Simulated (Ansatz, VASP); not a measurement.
**Cross-check of SiC between VASP and Ansatz**

One calculation is typed for both programs; each brings its own data sets. How far apart do they land? The cell is taken from a series of runs on this material, whose earlier steps may have relaxed, scaled, displaced or heated it; both programs get it as it stands.

Calculated with Ansatz 0.2.0; plane waves, with VASP 6.6.1 beside it; single point at LDA and single point at r2SCAN.

## (1) Set-up

The structure is hexagonal, space group P6_3mc (No. 186). Conventional cell: a = 3.074 Å, b = 3.074 Å, c = 5.045 Å, α = 90.00°, β = 90.00°, γ = 120.00°. Si has 4 C at 1.88 to 1.90 Å nearest. Nearest to C lie 4 Si at 1.88 to 1.90 Å. Farther neighbours are not listed.

Structure file:

```cif
data_structure
_symmetry_space_group_name_H-M 'P6_3mc'
_symmetry_Int_Tables_number 186
_cell_length_a 3.0735
_cell_length_b 3.0735
_cell_length_c 5.0452
_cell_angle_alpha 90.000
_cell_angle_beta 90.000
_cell_angle_gamma 120.000
_cell_volume 41.27
loop_
_atom_site_label
_atom_site_type_symbol
_atom_site_symmetry_multiplicity
_atom_site_Wyckoff_symbol
_atom_site_fract_x
_atom_site_fract_y
_atom_site_fract_z
_atom_site_occupancy
Si1 Si 2 b 0.33333 0.66667 0.49960 1
C1 C 2 b 0.33333 0.66667 0.87540 1
```

## (2) Ansatz: single point, LDA

Ansatz runs on its PAW soft_1 files.

A single point gives forces, pressure and levels at one fixed geometry, so differences don't come from the geometry; what else differs is listed under the comparison.

input.yaml

```yaml
crystal:
  lattice:
    - [3.0735139282, 0.0, 0.0]
    - [-1.5367569641, 2.6617411407, 0.0]
    - [0.0, 0.0, 5.04524771]
  atoms:
    - { symbol: Si, position: [0.33333333, 0.66666667, 0.4996024] }
    - { symbol: Si, position: [0.66666667, 0.33333333, 0.9996024] }
    - { symbol: C, position: [0.33333333, 0.66666667, 0.8753976] }
    - { symbol: C, position: [0.66666667, 0.33333333, 0.3753976] }
kpoints:
  mp_grid: { grid: [12, 12, 6] }
  band_path:
    path:
      - [0.0, 0.0, 0.0]
      - [0.5, 0.0, 0.0]
      - [0.33333333, 0.33333333, 0.0]
      - [0.0, 0.0, 0.5]
      - [0.5, 0.0, 0.5]
      - [0.33333333, 0.33333333, 0.5]
    npoints: 1
hamiltonian:
  xc: lda
  pseudopotentials: { kind: paw, azcp: { folder: soft_1 }, xc_functional: pbe }
scf:
  occupations: { method: fixed }
  n_extra_bands: 5
output:
  eigenvalues: true
```

The run is started by

```sh
> ansatz run input.yaml --threads 3 --pin off --max-ram 92160MiB --backend cuda --events-out ev --progress --plain --runs-dir out --devices 1 --max-vram 13GiB
```

Numbers of over 12 decimals in the logs are rounded to 6 here.

The log of the run:

```text
scf.n_extra_bands = 5 over 8 filled bands (N_el = 16.0): the run solves 13 bands
GPUs: using 1 of 1 available (devices: 1).
Engine: ansatz 0.2.0, x86_64-unknown-linux-gnu
Pseudopotentials: kind: paw
Pseudopotential: Si, paw, valence charge 4, recommended cutoff 420 eV (normal), soft_1/Si.paw.azcp
Pseudopotential: C, paw, valence charge 4, recommended cutoff 420 eV (normal), soft_1/C.paw.azcp
Functional definition: SPW92
  exchange = slater_x
  correlation = pw_c
device memory: the entry about to start is reckoned to put 1.8 GiB on a device that reports 47.4 GiB free (of which the cap on the GPU budget leaves the run 13.0 GiB)
GPU FFT provider: cuFFT
GPU libraries: cuBLAS 13.8.2, cuFFT 12.4.0, cuSOLVER 12.3.4
Crystal: 4 atoms, lattice volume = 41.275 Å³
Basis set: ecut = 420 eV, 785 PW (Γ)
Bands: 13, of which v1, the nominal top of the filled ones, is band 8 counted from 1 (7 counted from 0)
Symmetry: 12 space group operations
Space group: P63mc (ITA 186), of the structure as read, at distance tolerance 3.5e-5 Å
k-points: 76 of 864 (time reversal used)
Non-local potential: Si, projectors of the file, l = 0: 2, l = 1: 2, l = 2: 1
Non-local potential: C, projectors of the file, l = 0: 2, l = 1: 2, l = 2: 1
PAW form: soft (Blöchl's): semilocal exchange-correlation on the pseudo side does not see the compensation charge
PAW frozen core: Si, regenerated for the run's functional, and the local potential with it (the file was generated under x = pbe(κ = 0.804, μ = 0.219515), c = pbe(β = 0.066725))
PAW frozen core: C, regenerated for the run's functional, and the local potential with it (the file was generated under x = pbe(κ = 0.804, μ = 0.219515), c = pbe(β = 0.066725))
PAW one-centre angular grid: Si, 110 points (default); XC on 64 Gauss nodes
PAW one-centre angular grid: C, 110 points (default); XC on 64 Gauss nodes
Initial density: superposition of atomic densities (chi_scale 0.1, normalization cell, long waves kept (reshape's long-wave potential 0.00 eV rms))
Initial wavefunctions: pseudopotential atomic-orbital guess
GPU buffer pool allocated for 20736 grid points (all kernels)
GPU transforms: local potential and band sums: pruned to the plane-wave sphere, on 24×24×36
Functional: x = slater, c = lda
SCF iter   1: F=—  HF=-1707.500147 eV  |F-HF|=—  |Δ(HF+E_count)|=         —  Δρ=1.38e-1  dr2=9.58e0  ethr=3.10e-3  ⟨swp⟩=4.4  Hψ=5561  notcnv=0  defer=206
preconditioner: auto → none  [insulator: Δε(μ)=4.384 eV  Ē_g=13.244 eV  n_scr=2 (ndim 8)  ℏωp=23.1 eV  f_vac=0.000  ε∞_Penn≈4.0]
SCF iter   2: F=—  HF=-1704.607860 eV  |F-HF|=—  |Δ(HF+E_count)|=    2.89e0  Δρ=5.01e-2  dr2=6.76e-1  ethr=3.10e-3  ⟨swp⟩=3.6  Hψ=2802  notcnv=0  defer=211
SCF iter   3: F=—  HF=-1704.409959 eV  |F-HF|=—  |Δ(HF+E_count)|=   1.98e-1  Δρ=1.87e-2  dr2=7.58e-2  ethr=3.10e-3  ⟨swp⟩=2.9  Hψ=2286  notcnv=0  defer=219
SCF iter   4: F=—  HF=-1704.393044 eV  |F-HF|=—  |Δ(HF+E_count)|=   1.69e-2  Δρ=1.34e-3  dr2=4.18e-4  ethr=4.74e-4  ⟨swp⟩=2.0  Hψ=1067  notcnv=0  defer=225
SCF iter   5: F=—  HF=-1704.393131 eV  |F-HF|=—  |Δ(HF+E_count)|=   8.70e-5  Δρ=1.53e-4  dr2=3.10e-6  ethr=2.61e-6  ⟨swp⟩=2.4  Hψ=1545  notcnv=0  defer=225
SCF iter   6: F=—  HF=-1704.393092 eV  |F-HF|=—  |Δ(HF+E_count)|=   3.89e-5  Δρ=1.83e-5  dr2=8.48e-8  ethr=6.25e-10  ⟨swp⟩=9.9  Hψ=6349  notcnv=0
SCF iter   7: F=-1704.393092 eV  HF=-1704.393092 eV  |F-HF|=9.07e-10  |Δ(HF+E_count)|=   7.87e-9  Δρ=3.18e-6  dr2=2.26e-9  ethr=5.30e-10  ⟨swp⟩=1.0  Hψ=2766  notcnv=0
SCF 1 converged in 7 iterations: F = -1704.393092 eV  dr2 = 2.26e-9
  greatest PAW one-centre occupation: 0.640 electrons in one spin orbital (limit 2), on the C atom at site 3 (counted from 0), in its partial waves of l = 0
device memory: the entry about to start is reckoned to put 0.7 GiB on a device that reports 53.3 GiB free (of which the cap on the GPU budget leaves the run 13.0 GiB)
NSCF: frozen V_eff on 6 k-points
SCF converged after 7 iterations
Free energy (F): -1704.393092 eV
Harris-Foulkes:  -1704.393092 eV  (|F-HF|=9.07e-10)
Internal energy: -1704.393092 eV  (E = F + TS)
E sigma→0 (E₀):  -1704.393092 eV
Fermi energy:    9.423711 eV
--- Per-component energies (eV) ---
  E_band       = 54.545284
  E_kinetic    = 266.918897
  E_local      = -195.644556  (includes V_loc(G=0)·N_el)
  E_nonlocal   = 94.354479
  E_hartree    = 63.915244
  E_xc         = -209.862989
  E_vxc        = -217.548957  (∫ρ·V_xc dr)
  E_paw        = -1155.122934  (= ΣΔE_a)
  E_vpaw       = -21.364802  (= ΣTr[D̂ρ^β])
  E_aug_tail   = 0.000095  (compensation charges beyond the density's cutoff)
  E_ewald      = -569.245654
  E_core_change = 0.294327  (= ΣΔE_core)
  E_smearing   = -0.000000  (= −TS)
  E_closure    = 0.000000  (closes the sum)
  Σ components = -1704.393092   (vs F -1704.393092, Δ=0.00e0)
--- Band table (eV; the first three rows and the last of 76) ---
  k-point 0: bands = [... 4 lower, 8.1063, 9.3090, 9.4237, 9.4237, 14.1997, 15.6434, 15.9987, 15.9987, ... 1 higher]
  k-point 1: bands = [... 4 lower, 8.1822, 8.5802, 9.3207, 9.3207, 14.3231, 16.0463, 16.0463, 16.1696, ... 1 higher]
  k-point 2: bands = [... 4 lower, 8.3971, 8.3971, 9.0518, 9.0518, 14.6875, 16.0114, 16.2525, 16.2525, ... 1 higher]
  k-point 75: bands = [... 4 lower, 3.7407, 3.7407, 7.6791, 7.6791, 14.4488, 14.4488, 15.3327, 15.3327, ... 1 higher]
```

## (3) VASP: single point, LDA

The same cell, functional (in two slightly different forms) and mesh now go to VASP, with its own data sets.

Lines of VASP's logs that name or quote its potential files are left out, and so is its time.

INCAR

```
SYSTEM = SiC
PREC = Accurate
ENCUT = 520
EDIFF = 1E-06
NELM = 120
ISMEAR = 0
SIGMA = 0.01
LREAL = .FALSE.
ALGO = Normal
GGA = PW92
NBANDS = 14
LORBIT = 11
LWAVE = .FALSE.
LCHARG = .FALSE.
ISIF = 2
LASPH = .TRUE.
GGA_COMPAT = .FALSE.
EFERMI = MIDGAP
```

POSCAR

```
SiC
1.0
    3.0735139282      0.0000000000      0.0000000000
   -1.5367569641      2.6617411407      0.0000000000
    0.0000000000      0.0000000000      5.0452477100
Si C
2 2
Direct
    0.3333333433      0.6666666767      0.4996024000
    0.6666666767      0.3333333433      0.9996024000
    0.3333333433      0.6666666767      0.8753976000
    0.6666666767      0.3333333433      0.3753976000
```

KPOINTS

```
Automatic mesh
0
Gamma
12 12 6
0 0 0
```

The projector-augmented-wave data sets are Si and C (LDA family, release 64).

The run is started by

```sh
> mpirun -np 1 vasp_std
```

The log of the run:

```text
[banner, memory and clock lines left out]
running    1 mpi-ranks, on    1 nodes
 distrk:  each k-point on    1 cores,    1 groups
 distr:  one band on    1 cores,    1 groups

 POSCAR found type information on POSCAR SiC
 POSCAR found :  2 types and       4 ions
|                                                                             |
|               ----> ADVICE to this user running VASP <----                  |
|                                                                             |
|     You enforced a specific xc type in the INCAR file but a different       |
|     [... a line on the potential file left out ...]
|     I HOPE YOU KNOW WHAT YOU ARE DOING!                                     |
|                                                                             |

 LDA part: xc-table for (Slater(with rela. corr.)+PW92), standard interpolation
 POSCAR, INCAR and KPOINTS ok, starting setup
 FFT: planning ... GRIDC
 FFT: planning ... GRID_SOFT
 FFT: planning ... GRID
 WAVECAR not read
 entering main loop
       N       E                     dE             d eps       ncg     rms          rms(c)
DAV:   1     0.265209576601E+02    0.26521E+02   -0.73332E+03  2128   0.103E+03
DAV:   2    -0.345188457051E+02   -0.61040E+02   -0.55904E+02  2972   0.171E+02
DAV:   3    -0.373768783209E+02   -0.28580E+01   -0.28447E+01  2944   0.356E+01
DAV:   4    -0.374052971346E+02   -0.28419E-01   -0.28414E-01  2380   0.434E+00
DAV:   5    -0.374056827289E+02   -0.38559E-03   -0.38550E-03  2950   0.470E-01    0.129E+01
DAV:   6    -0.334467968746E+02    0.39589E+01   -0.94127E+00  2752   0.187E+01    0.595E+00
DAV:   7    -0.333339850070E+02    0.11281E+00   -0.11501E+00  2926   0.663E+00    0.243E+00
DAV:   8    -0.332952378963E+02    0.38747E-01   -0.64450E-02  2524   0.164E+00    0.717E-01
DAV:   9    -0.332897625435E+02    0.54754E-02   -0.89589E-03  2554   0.662E-01    0.119E-01
DAV:  10    -0.332898179431E+02   -0.55400E-04   -0.53408E-04  2716   0.161E-01    0.632E-02
DAV:  11    -0.332898214441E+02   -0.35010E-05   -0.17667E-05  2638   0.348E-02    0.180E-02
DAV:  12    -0.332898203143E+02    0.11298E-05   -0.31399E-06  2644   0.111E-02    0.678E-03
DAV:  13    -0.332898199707E+02    0.34355E-06   -0.11693E-06  1478   0.667E-03
   1 F= -.33289820E+02 E0= -.33289820E+02  d E =0.000000E+00
```

OUTCAR, selected parts (step 3):

```text
ion  position               nearest neighbor table
   1  0.333  0.667  0.500-   4 1.88   4 1.88   4 1.88   3 1.90   2 3.08   2 3.08   2 3.08   2 3.08
                             2 3.08   2 3.08
   2  0.667  0.333  1.000-   3 1.88   3 1.88   3 1.88   4 1.90   1 3.08   1 3.08   1 3.08   1 3.08
                             1 3.08   1 3.08
   3  0.333  0.667  0.875-   2 1.88   2 1.88   2 1.88   1 1.90
   4  0.667  0.333  0.375-   1 1.88   1 1.88   1 1.88   2 1.90

  LATTYP: Found a hexagonal cell.
 ALAT       =     3.0735139282
 C/A-ratio  =     1.6415242709

 Subroutine GETGRP returns: Found 12 space group operations
 (whereof  6 operations were pure point group operations)

The static configuration has the point symmetry C_3v.
 The point group associated with its full space group is C_6v.

 Found     76 irreducible k-points:

   k-points           NKPTS =     76   k-points in BZ     NKDIM =     76   number of bands    NBANDS=     14

   dimension x,y,z NGX =    24 NGY =   24 NGZ =   40
   dimension x,y,z NGXF=    48 NGYF=   48 NGZF=   80

   ENCUT  =  520.0 eV  38.22 Ry    6.18 a.u.   5.71  5.71  9.38*2*pi/ulx,y,z

   NELECT =      16.0000    total number of electrons

 k-points in reciprocal lattice and weights: Automatic mesh
   0.00000000  0.00000000  0.00000000       0.001
   0.08333333 -0.00000000  0.00000000       0.007
   0.16666667  0.00000000  0.00000000       0.007
   0.25000000  0.00000000  0.00000000       0.007
   0.33333333 -0.00000000  0.00000000       0.007
   0.41666667 -0.00000000  0.00000000       0.007
   0.50000000  0.00000000  0.00000000       0.003
   0.08333333  0.08333333  0.00000000       0.007
   0.16666667  0.08333333  0.00000000       0.014
[...]
0.33333333  0.25000000  0.50000000       0.014
   0.33333333  0.33333333  0.50000000       0.002

 average (electrostatic) potential at core
       1 -81.9118       2 -81.9118       3 -48.9807       4 -48.9807

 E-fermi :   9.3124

 k-point     1 :       0.0000    0.0000    0.0000
  band No.  band energies     occupation
    ...
      4       6.9217      2.00000
      5       6.9217      2.00000
      6       8.1215      2.00000
      7       8.2371      2.00000
      8       8.2371      2.00000
      9      13.0240      0.00000
     10      14.4820      0.00000
     11      14.8092      0.00000
     12      14.8092      0.00000
     13      15.9087      0.00000
    ...

 k-point     2 :       0.0833   -0.0000    0.0000
  band No.  band energies     occupation
    ...
      4       6.2386      2.00000
      5       6.7090      2.00000
      6       7.7842      2.00000
      7       8.0439      2.00000
      8       8.1709      2.00000
      9      13.4165      0.00000
     10      14.3888      0.00000
     11      14.8898      0.00000
     12      15.0586      0.00000
     13      16.0970      0.00000
    ...

 k-point     3 :       0.1667    0.0000    0.0000
  band No.  band energies     occupation
    ...
      4       4.7486      2.00000
      5       6.2294      2.00000
      6       6.6848      2.00000
      7       7.7604      2.00000
      8       7.9502      2.00000
      9      13.0314      0.00000
     10      14.9540      0.00000
     11      15.2839      0.00000
     12      15.4946      0.00000
     13      15.5919      0.00000
    ...

  Total       -0.9416816     -0.9416816     -0.9466995      0.0000000      0.0000000      0.0000000
  in kB      -36.5536850    -36.5536850    -36.7484678      0.0000000      0.0000000      0.0000000
  external PRESSURE =     -36.6186126 kB  Pullay stress =       0.0000000 kB

  energy-cutoff  :      520.00
  volume of cell :       41.27
      direct lattice vectors                 reciprocal lattice vectors
     3.073513928  0.000000000  0.000000000     0.325360491  0.187846967  0.000000000
    -1.536756964  2.661741141  0.000000000     0.000000000  0.375693934  0.000000000
     0.000000000  0.000000000  5.045247710     0.000000000  0.000000000  0.198206324

 POSITION                                       TOTAL-FORCE (eV/Angst)
 -----------------------------------------------------------------------------------
      0.00000      1.77449      2.52062         0.000000     -0.000000     -0.002246
      1.53676      0.88725      5.04324        -0.000000     -0.000000     -0.002246
      0.00000      1.77449      4.41660         0.000000      0.000000      0.002246
      1.53676      0.88725      1.89397        -0.000000      0.000000      0.002246
 -----------------------------------------------------------------------------------
    total drift:                               -0.000005     -0.000008     -0.000219

  FREE ENERGIE OF THE ION-ELECTRON SYSTEM (eV)
  ---------------------------------------------------
  free  energy   TOTEN  =       -33.2898199707 eV

  energy  without entropy=      -33.2898199707  energy(sigma->0) =      -33.28981997

 total charge
# of ion       s       p       d       tot
------------------------------------------
    1        0.714   0.980   0.000   1.694
    2        0.714   0.980   0.000   1.694
    3        0.829   1.715   0.000   2.544
    4        0.829   1.715   0.000   2.544
--------------------------------------------------
tot          3.086   5.390   0.000   8.475

[... 3 further parts left out ...]
```

The run ends at a pressure of -3.66 GPa, with forces up to 0.0022 eV/Å.

## (4) Differences

Known differences besides the potentials themselves: fixed occupations in Ansatz, narrow Gaussian smearing in VASP; the cutoff is 420 eV in Ansatz and 520 eV in VASP; VASP's log shows a relativistic correction to its local exchange, Ansatz's none. Total energies have different zeros and are not compared.

Compared:

```csv
quantity,Ansatz,VASP,difference
gap on the k mesh (eV),2.159,2.151,+0.009
```

A gap on the mesh is an upper bound, since the band edges may lie between its points.

[end of part 1 of 2]

[Lines on the potential files, build, host, timing and source positions are cut from VASP's logs without a mark.]

[Logs are printed without paths, hosts, clocks, repeated set-up lines and the standing remarks that a program may print on its own settings, such as how far it seeks lower states.]

[Hosts, paths, dates, database ids (printed as entryN), source tags and the programs' standing remarks are cut or masked in the printed files.]
